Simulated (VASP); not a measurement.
# SnAs2 (P4/nmm) in VASP: single point with PBE0

Aim: the single point of SnAs2 with PBE0.

Everything below comes from runs of VASP 6.6.1. Logs are shortened: lines on timing, memory, paths and dates and some standing lists are left out, and cuts for length are marked.

## Step 1: The crystal as given

It takes space group P4/nmm (No. 129, tetragonal). Conventional cell: a = 4.024 Å, b = 4.024 Å, c = 8.243 Å, α = 90.00°, β = 90.00°, γ = 90.00°. As (site symmetry 4mm) is surrounded by 4 Sn at 2.90 Å. As (site symmetry -4m2) has 4 As at 2.85 Å and 4 Sn at 2.97 Å as nearest neighbours. Sn (site symmetry 4mm) has 8 As at 2.90 to 2.97 Å as nearest neighbours.

The cell was built by a generator and needn't be a form met in nature.

## Step 2: Single point, PBE0

POSCAR

```
SnAs2
1.0
    4.0244020000      0.0000000000      0.0000000000
    0.0000000000      4.0244020000      0.0000000000
    0.0000000000      0.0000000000      8.2425200000
As Sn
4 2
Direct
    0.0000000000      0.5000000000      0.3300000000
    0.5000000000      0.0000000000      0.6700000000
    0.0000000000      0.0000000000      0.0000000000
    0.5000000000      0.5000000000      0.0000000000
    0.0000000000      0.5000000000      0.7350000000
    0.5000000000      0.0000000000      0.2650000000
```

INCAR.step1

```
PREC = Accurate
ENCUT = 520
EDIFF = 1E-5
ISMEAR = 0
SIGMA = 0.2108
LREAL = False
LASPH = True
NELM = 80
ALGO = Normal
ISIF = 2
LWAVE = True
LCHARG = False
GGA = PE
NBANDS = 33
```

INCAR.step2

```
PREC = Accurate
ENCUT = 520
EDIFF = 1E-7
ISMEAR = 0
SIGMA = 0.2108
LREAL = False
LASPH = True
NELM = 80
ALGO = Normal
ISIF = 2
LWAVE = False
LCHARG = False
GGA = PE
LHFCALC = True
AEXX = 0.25
PRECFOCK = Fast
HFRCUT = -1
ISTART = 1
NBANDS = 33
```

KPOINTS

```
Automatic mesh
0
Gamma
  3 3 1
```

Potentials or basis: VASP PAW PBE potentials, release 64 (As, Sn_d).

The run is started by

```
cat potpaw_PBE.64/As/POTCAR potpaw_PBE.64/Sn_d/POTCAR > POTCAR
cp INCAR.step1 INCAR
mpirun -np 1 vasp_std > vasp.out
cp INCAR.step2 INCAR
mpirun -np 1 vasp_std > vasp.out
```

OUTCAR:

```text
PREC = Accurate
   ENCUT = 520
   EDIFF = 1E-7
   ISMEAR = 0
   LREAL = False
   LASPH = True
   NELM = 80
   ISIF = 2
   GGA = PE
   LHFCALC = True
   AEXX = 0.25
   PRECFOCK = Fast
   ISTART = 1

 ion  position               nearest neighbor table
   1  0.000  0.500  0.330-   6 2.90   6 2.90   6 2.90   6 2.90   5 3.34
   2  0.500  0.000  0.670-   5 2.90   5 2.90   5 2.90   5 2.90   6 3.34
   3  0.000  0.000  0.000-   4 2.85   4 2.85   4 2.85   4 2.85   5 2.97   6 2.97   6 2.97   5 2.97

   4  0.500  0.500  0.000-   3 2.85   3 2.85   3 2.85   3 2.85   6 2.97   6 2.97   5 2.97   5 2.97

   5  0.000  0.500  0.735-   2 2.90   2 2.90   2 2.90   2 2.90   3 2.97   4 2.97   4 2.97   3 2.97
                             1 3.34
   6  0.500  0.000  0.265-   1 2.90   1 2.90   1 2.90   1 2.90   4 2.97   4 2.97   3 2.97   3 2.97
                             2 3.34

  LATTYP: Found a simple tetragonal cell.
 ALAT       =     4.0244020000
 C/A-ratio  =     2.0481353503

  Lattice vectors:

 A1 = (   4.0244020000,   0.0000000000,   0.0000000000)
 A2 = (   0.0000000000,   4.0244020000,   0.0000000000)
 A3 = (   0.0000000000,   0.0000000000,   8.2425200000)

Analysis of symmetry for initial positions (statically):
=====================================================================
 Subroutine PRICEL returns:
 Original cell was already a primitive cell.

 Routine SETGRP: Setting up the symmetry group for a
 simple tetragonal supercell.

 Subroutine GETGRP returns: Found 16 space group operations
 (whereof  8 operations were pure point group operations)
 out of a pool of 16 trial point group operations.

The static configuration has the point symmetry D_2d.
 The point group associated with its full space group is D_4h.

Analysis of symmetry for dynamics (positions and initial velocities):
=====================================================================
 Subroutine PRICEL returns:
 Original cell was already a primitive cell.

 Routine SETGRP: Setting up the symmetry group for a
 simple tetragonal supercell.

 Subroutine GETGRP returns: Found 16 space group operations
 (whereof  8 operations were pure point group operations)
 out of a pool of 16 trial point group operations.

The dynamic configuration has the point symmetry D_2d.
 The point group associated with its full space group is D_4h.

 Subroutine INISYM returns: Found 16 space group operations
 (whereof  8 operations are pure point group operations),
 and found     1 'primitive' translations

----------------------------------------------------------------------------------------

                                     Primitive cell

  volume of cell :     133.4943

  direct lattice vectors                    reciprocal lattice vectors
     4.024402000  0.000000000  0.000000000     0.248484123  0.000000000  0.000000000
     0.000000000  4.024402000  0.000000000     0.000000000  0.248484123  0.000000000
     0.000000000  0.000000000  8.242520000     0.000000000  0.000000000  0.121322120

  length of vectors
     4.024402000  4.024402000  8.242520000     0.248484123  0.248484123  0.121322120

  position of ions in fractional coordinates (direct lattice)
     0.000000000  0.500000000  0.330000000
     0.500000000  0.000000000  0.670000000
     0.000000000  0.000000000  0.000000000
     0.500000000  0.500000000  0.000000000
     0.000000000  0.500000000  0.735000000
     0.500000000  0.000000000  0.265000000

  ion indices of the primitive-cell ions
   primitive index   ion index
                 1           1
                 2           2
                 3           3
                 4           4
                 5           5
                 6           6

----------------------------------------------------------------------------------------

 KPOINTS: Automatic mesh

Automatic generation of k-mesh.
 Grid dimensions read from file:
 generate k-points for:    3    3    1

 Generating k-lattice:

  Cartesian coordinates                     Fractional coordinates (reciprocal lattice)
     0.082828041  0.000000000  0.000000000     0.333333333  0.000000000  0.000000000
     0.000000000  0.082828041  0.000000000     0.000000000  0.333333333  0.000000000
     0.000000000  0.000000000  0.121322120     0.000000000  0.000000000  1.000000000

  Length of vectors
     0.082828041  0.082828041  0.121322120

  Shift w.r.t. Gamma in fractional coordinates (k-lattice)
     0.000000000  0.000000000  0.000000000

 Subroutine IBZKPT returns following result:
 ===========================================

 Found      3 irreducible k-points:

 Following reciprocal coordinates:
            Coordinates               Weight
  0.000000  0.000000  0.000000      1.000000
  0.333333  0.000000  0.000000      4.000000
  0.333333  0.333333  0.000000      4.000000
   k-points           NKPTS =      3   k-points in BZ     NKDIM =      9   number of bands    NBANDS=     33
   number of dos      NEDOS =    301   number of ions     NIONS =      6
   total plane-waves  NPLWV =  57600
   dimension x,y,z NGX =    30 NGY =   30 NGZ =   64
   dimension x,y,z NGXF=    60 NGYF=   60 NGZF=  128
   ions per type =               4   2
   NGX,Y,Z   is equivalent  to a cutoff of  12.39, 12.39, 12.91 a.u.
   NGXF,Y,Z  is equivalent  to a cutoff of  24.79, 24.79, 25.82 a.u.
 SYSTEM =  unknown system
   PREC   = accura    normal or accurate (medium, high low for compatibility)
   ISTART =      1    job   : 0-new  1-cont  2-samecut
   ICHARG =      0    charge: 1-file 2-atom 10-const
   ISPIN  =      1    spin polarized calculation?
   LNONCOLLINEAR =      F non collinear calculations
   LSORBIT =      F    spin-orbit coupling
   LASPH  =      T    aspherical Exc in radial PAW
   ENCUT  =  520.0 eV  38.22 Ry    6.18 a.u.   7.48  7.48 15.33*2*pi/ulx,y,z
   NELM   =     80;   NELMIN=  2; NELMDL=  0     # of ELM steps
   EDIFF  = 0.1E-06   stopping-criterion for ELM
   LREAL  =      F    real-space projection
   EDIFFG = 0.1E-05   stopping-criterion for IOM
   NSW    =      0    number of steps for IOM
   IBRION =     -1    ionic relax: 0-MD 1-quasi-New 2-CG
   NFREE  =      0    steps in history (QN), initial steepest desc. (CG)
   ISIF   =      2    stress and relaxation
   ISYM   =      3    0-nonsym 1-usesym 2-fastsym
   POTIM  = 0.5000    time-step for ionic-motion
   TEBEG  =    0.0;   TEEND  =   0.0 temperature during run
   PSTRESS=    0.0 pullay stress
   NELECT =      48.0000    total number of electrons
   NUPDOWN=      -1.0000    fix difference up-down
   EMIN   =  10.00;   EMAX   =-10.00  energy-range for DOS
   EFERMI =   0.00;   METHOD = LEGACY
   ISMEAR =     0;   SIGMA  =   0.21  broadening in eV -4-tet -1-fermi 0-gaus
   EFERMI_NEDOS =   21; number of points for ismear=-14 and -15
   IALGO  =     38    algorithm
   IMIX   =      1    mixing-type and parameters
     AMIX     =   0.40;   BMIX     =  1.00
     AMIX_MAG =   1.60;   BMIX_MAG =  1.00
  volume/ion in A,a.u.               =      22.25       150.14
  Fermi-wavevector in a.u.,A,eV,Ry     =   1.164129  2.199884 18.438556  1.355196
  Thomas-Fermi vector in A             =   2.300670
   LORBIT       =      0    0 simple, 1 ext, 2 COOP (PROOUT), +10 PAW based schemes
   GGA     = PE    functional components
   LHFCALC =     T    Hartree Fock is set to
   PRECFOCK=fast      Normal, Fast or Accurate (Low or Medium for compatibility)
   ENCUT4O =  -1.0   cutoff for four orbital integrals eV
   NKREDX  =     1    reduce k-point grid by
   NKREDY  =     1    reduce k-point grid by
   NKREDZ  =     1    reduce k-point grid by
   AEXX    =    0.2500 exact exchange contribution
   HFSCREEN=    0.0000 screening length (either q_TF or 0.3 A-1)
   HFSCREENC=   0.0000 screening length for correlation (either q_TF or 0.3 A-1)
   ENCUTFOCK=  -1.0 apply spherical cutoff to Coloumb kernel
   IVDW    =     0    specifies the selected vdW correction
   LEPSILON=     F    determine dielectric tensor
   LRPA    =     F    only Hartree local field effects (RPA)
 non-spin polarized calculation
 Gauss-broadening in eV      SIGMA  =   0.21
  energy-cutoff  :      520.00
  volume of cell :      133.49
 maximum number of plane-waves:      3631
 NGX is ok and might be reduce to    30
  NGX = 16; NGY = 16; NGZ = 32

 number of electron      48.0000023 magnetization

 Free energy of the ion-electron system (eV)
  ---------------------------------------------------
  ext. energy  EPLUGINS =         0.00000000
  ---------------------------------------------------
  free energy    TOTEN  =       -31.92518407 eV

  energy without entropy =      -31.87834732  energy(sigma->0) =      -31.90176570

 E-fermi :   6.1933     XC(G=0):  -8.2163

 val. band max:        6.0832742080   @ k =   0.3333   0.0000   0.0000
 cond. band min:       7.0146283656   @ k =   0.0000   0.0000   0.0000
 fundamental gap:      0.9313541576
 Fermi energy:         6.1933453900

 k-point     1 :       0.0000    0.0000    0.0000
  band No.  band energies     occupation
      1     -17.7479      2.00000
      2     -17.7462      2.00000
      3     -17.6984      2.00000
      4     -17.6984      2.00000
      5     -17.6920      2.00000
      6     -17.6920      2.00000
      7     -17.6410      2.00000
      8     -17.6409      2.00000
      9     -17.6314      2.00000
     10     -17.6290      2.00000
     11      -9.7630      2.00000
     12      -6.9021      2.00000
     13      -6.5135      2.00000
     14      -2.7305      2.00000
     15      -0.9620      2.00000
     16       1.2461      2.00000
     17       1.2461      2.00000
     18       2.2330      2.00000
     19       2.9696      2.00000
     20       3.7045      2.00000
     21       3.9199      2.00000
     22       3.9199      2.00000
     23       4.2980      2.00000
     24       4.2980      2.00000
     25       5.8655      1.97213
     26       7.0146      0.00000
     27      10.2923      0.00000
     28      10.2923      0.00000
     29      11.3928      0.00000
     30      11.5513      0.00000
     31      12.1473      0.00000
     32      13.2989      0.00000
     33      13.2989      0.00000

 k-point     2 :       0.3333    0.0000    0.0000
  band No.  band energies     occupation
      1     -17.7383      2.00000
      2     -17.7383      2.00000
      3     -17.7076      2.00000
      4     -17.7059      2.00000
      5     -17.6959      2.00000
      6     -17.6932      2.00000
      7     -17.6404      2.00000
      8     -17.6401      2.00000
      9     -17.6229      2.00000
     10     -17.6221      2.00000
     11      -8.7155      2.00000
     12      -6.1596      2.00000
     13      -5.8396      2.00000
     14      -5.4888      2.00000
     15      -2.1348      2.00000
     16      -1.5047      2.00000
     17       2.3056      2.00000
     18       2.4587      2.00000
     19       3.1715      2.00000
     20       3.5264      2.00000
     21       4.5817      2.00000
     22       5.1332      2.00000
     23       5.4047      2.00000
     24       6.0833      1.53976
     25       7.1795      0.00000
     26       7.4053      0.00000
     27       8.1451      0.00000
     28       8.5420      0.00000
     29      10.3713      0.00000
     30      10.4181      0.00000
     31      10.4911      0.00000
     32      11.6029      0.00000
     33      11.9186      0.00000

 k-point     3 :       0.3333    0.3333    0.0000
  band No.  band energies     occupation
      1     -17.7302      2.00000
      2     -17.7298      2.00000
      3     -17.7084      2.00000
      4     -17.7082      2.00000
      5     -17.7027      2.00000
      6     -17.7010      2.00000
      7     -17.6572      2.00000
      8     -17.6569      2.00000
      9     -17.6061      2.00000
     10     -17.6055      2.00000
     11      -7.7017      2.00000
     12      -5.5295      2.00000
     13      -5.4995      2.00000
     14      -5.3113      2.00000
     15      -2.8567      2.00000
     16      -1.1068      2.00000
     17       0.0237      2.00000
     18       0.7288      2.00000
     19       0.8155      2.00000
     20       1.6579      2.00000
     21       3.3832      2.00000
     22       4.0002      2.00000
     23       4.8957      2.00000
     24       5.8752      1.96721
     25       7.3058      0.00000
     26       7.6574      0.00000
     27       9.3965      0.00000
     28       9.4740      0.00000
     29      11.4486      0.00000
     30      12.2041      0.00000
     31      12.3216      0.00000
     32      12.7354      0.00000
     33      12.8174      0.00000

------------------------ aborting loop because EDIFF is reached ----------------------------------------

  FORCE on cell =-STRESS in cart. coord.  units (eV):
  Direction    XX          YY          ZZ          XY          YZ          ZX
  --------------------------------------------------------------------------------------
  -------------------------------------------------------------------------------------
  Total       -2.3043231     -2.3043231      0.6820554      0.0000000     -0.0000000      0.0000000
  in kB      -27.6561184    -27.6561184      8.1859203      0.0000000     -0.0000000      0.0000000
  external PRESSURE =     -15.7087722 kB  Pullay stress =       0.0000000 kB

 VOLUME and BASIS-vectors are now :
 -----------------------------------------------------------------------------
  energy-cutoff  :      520.00
  volume of cell :      133.49
      direct lattice vectors                 reciprocal lattice vectors
     4.024402000  0.000000000  0.000000000     0.248484123  0.000000000  0.000000000
     0.000000000  4.024402000  0.000000000     0.000000000  0.248484123  0.000000000
     0.000000000  0.000000000  8.242520000     0.000000000  0.000000000  0.121322120

 POSITION                                       TOTAL-FORCE (eV/Angst)
 -----------------------------------------------------------------------------------
      0.00000      2.01220      2.72003         0.000000      0.000000      0.187366
      2.01220      0.00000      5.52249         0.000000      0.000000     -0.187366
      0.00000      0.00000      0.00000         0.000000      0.000000      0.000000
      2.01220      2.01220      0.00000         0.000000      0.000000      0.000000
      0.00000      2.01220      6.05825         0.000000      0.000000     -1.072674
      2.01220      0.00000      2.18427        -0.000000     -0.000000      1.072674
 -----------------------------------------------------------------------------------
    total drift:                               -0.000000      0.000000     -0.000000

  FREE ENERGIE OF THE ION-ELECTRON SYSTEM (eV)
  ---------------------------------------------------
  free  energy   TOTEN  =       -31.9251840741 eV

  energy  without entropy=      -31.8783473212  energy(sigma->0) =      -31.90176570
```

Run time: 3.8 min. Hardware: 1 thread of Intel Xeon Platinum 8375C at 2.90GHz (Ice Lake), shared host; peak memory 0.23 GiB.

What came out:

```yaml
Free_energy: -31.9252 eV
Pressure: -1.6 GPa
Largest_force: 1.073 eV/Å
Band_gap_on_the_k_mesh: none (metal or under the smearing width)
```

Forces in eV/Å, atoms in the order of the input:
```
As   0.000  0.000  0.187
As   0.000  0.000 -0.187
As   0.000  0.000  0.000
As   0.000  0.000  0.000
Sn   0.000  0.000 -1.073
Sn   0.000  0.000  1.073
```

Stress tensor (GPa, compression positive):
```
-2.77  0.00  0.00
 0.00 -2.77  0.00
 0.00  0.00  0.82
```

Levels at points of the mesh, in eV from the Fermi level:
```tsv
k point	band 20	band 21	band 22	band 23	band 24	band 25	band 26	band 27	band 28	band 29
(0.00, 0.00, 0.00)	-2.49	-2.27	-2.27	-1.90	-1.90	-0.33	0.82	4.10	4.10	5.20
```

Caveat: the k mesh is coarse (spacing up to 0.76 Å⁻¹), so the values aren't converged, least of all with exact exchange; the PAW data sets were made with another functional, which shifts forces and pressure a little.
